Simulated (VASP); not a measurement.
Output of a VASP run:

### OSZICAR
```
       N       E                     dE             d eps       ncg     rms          rms(c)
DAV:   1     0.575208574895E+01    0.57521E+01   -0.38507E+03  1360   0.831E+02
DAV:   2    -0.157089207286E+02   -0.21461E+02   -0.20356E+02  1800   0.108E+02
DAV:   3    -0.160238248007E+02   -0.31490E+00   -0.31395E+00  1672   0.152E+01
DAV:   4    -0.160244340169E+02   -0.60922E-03   -0.60910E-03  1992   0.595E-01
DAV:   5    -0.160244346148E+02   -0.59788E-06   -0.59807E-06  1688   0.112E-02    0.505E+00
DAV:   6    -0.147385215370E+02    0.12859E+01   -0.21101E+00  1400   0.781E+00    0.248E+00
DAV:   7    -0.145111133473E+02    0.22741E+00   -0.11758E+00  1568   0.574E+00    0.759E-01
DAV:   8    -0.145144868091E+02   -0.33735E-02   -0.14941E-01  1432   0.236E+00    0.471E-01
DAV:   9    -0.145028598052E+02    0.11627E-01   -0.41584E-02  1424   0.111E+00    0.550E-02
DAV:  10    -0.145029432771E+02   -0.83472E-04   -0.82439E-04  1824   0.231E-01    0.319E-02
DAV:  11    -0.145029162306E+02    0.27046E-04   -0.23755E-04  1376   0.859E-02    0.749E-03
DAV:  12    -0.145029123949E+02    0.38357E-05   -0.17671E-05  1512   0.256E-02    0.111E-03
DAV:  13    -0.145029124397E+02   -0.44707E-07   -0.25817E-07  1800   0.446E-03
   1 F= -.14502912E+02 E0= -.14502739E+02  d E =-.145029E+02
       N       E                     dE             d eps       ncg     rms          rms(c)
DAV:   1    -0.145122063582E+02   -0.92940E-02   -0.14437E-01  1784   0.292E+00    0.243E-01
DAV:   2    -0.145088875110E+02    0.33188E-02   -0.72817E-03  1728   0.532E-01    0.980E-02
DAV:   3    -0.145083713519E+02    0.51616E-03   -0.19462E-03  1616   0.238E-01    0.246E-02
DAV:   4    -0.145083559018E+02    0.15450E-04   -0.59095E-05  1648   0.648E-02    0.192E-03
DAV:   5    -0.145083558788E+02    0.22955E-07   -0.58001E-07  1792   0.664E-03
   2 F= -.14508356E+02 E0= -.14508439E+02  d E =-.544344E-02
       N       E                     dE             d eps       ncg     rms          rms(c)
DAV:   1    -0.145084108830E+02   -0.54981E-04   -0.87240E-04  1784   0.228E-01    0.184E-02
DAV:   2    -0.145083924223E+02    0.18461E-04   -0.40724E-05  1728   0.401E-02    0.810E-03
DAV:   3    -0.145083892623E+02    0.31600E-05   -0.13612E-05  1592   0.197E-02    0.195E-03
DAV:   4    -0.145083892573E+02    0.49747E-08   -0.53128E-07  1520   0.566E-03
   3 F= -.14508389E+02 E0= -.14508464E+02  d E =-.547682E-02
```

File OUTCAR:
```
------------------------ aborting loop because EDIFF is reached ----------------------------------------
  FORCE on cell =-STRESS in cart. coord.  units (eV):
  Direction    XX          YY          ZZ          XY          YZ          ZX
  --------------------------------------------------------------------------------------
  Total       -0.6965888     -0.6965885     -0.6913643     -0.0000000      0.0000000     -0.0000000
  in kB      -36.8284172    -36.8284040    -36.5521993     -0.0000000      0.0000000     -0.0000000
  external PRESSURE =     -36.7363402 kB  Pullay stress =       0.0000000 kB
  volume of cell :       30.30
      direct lattice vectors                 reciprocal lattice vectors
     1.556529748 -2.695988123  0.000000000     0.321227397 -0.185460758 -0.000000000
     1.556529748  2.695988123  0.000000000     0.321227397  0.185460758  0.000000000
    -0.000000000 -0.000000000  3.610759905    -0.000000000  0.000000000  0.276950012
 POSITION                                       TOTAL-FORCE (eV/Angst)
 -----------------------------------------------------------------------------------
     -0.00000     -0.00000      0.00000        -0.000000      0.000000      0.000000
      1.55653      0.89866      1.80538         0.000000     -0.000000      0.000000
      1.55653     -0.89866      1.80538        -0.000000     -0.000000      0.000000
 -----------------------------------------------------------------------------------
    total drift:                                0.000000     -0.000000      0.000000
  FREE ENERGIE OF THE ION-ELECTRON SYSTEM (eV)
  ---------------------------------------------------
  free  energy   TOTEN  =       -14.5083892573 eV

  energy  without entropy=      -14.5086148676  energy(sigma->0) =      -14.50846446

 reached required accuracy - stopping structural energy minimisation
```
(Selected blocks of OUTCAR.)

**POSCAR**
```
MgB2
1
    1.5650416665    -2.7107311751     0.0000000000
    1.5650416665     2.7107311751     0.0000000000
    0.0000000000     0.0000000000     3.5715904770
Mg B
1 2
Direct
  1.0000000000   1.0000000000   0.0000000000
  0.3333330000   0.6666670000   0.5000000000
  0.6666670000   0.3333330000   0.5000000000
```

Task: Write an INCAR and KPOINTS that could have produced this output.

Result: This is not unique; one that fits is the input of the run itself, RPBE GGA, plane waves, VASP's PBE PAW potentials (set 64).

**KPOINTS**
```
Automatic
0
G
  11 11 9
```

INCAR:
```
SYSTEM=MgB2
PREC=Accurate; ENCUT=520; LREAL=.False.
LASPH=.True.
EDIFF=1E-7; NELM=100; ALGO=Normal
ISMEAR=1; SIGMA=0.1
GGA=RP
IBRION=2; NSW=30; ISIF=4
EDIFFG=-0.01
LWAVE=.False.; LCHARG=.False.
```

POTCAR, in this order: Mg B (PBE.64 set). Program: vasp_std.

The compound is MgB2 in the AlB2 type structure. This cell is one point of a volume scan, at 1.03 of the reference volume. Symmetry was kept, so distortions that lower it aren't found.
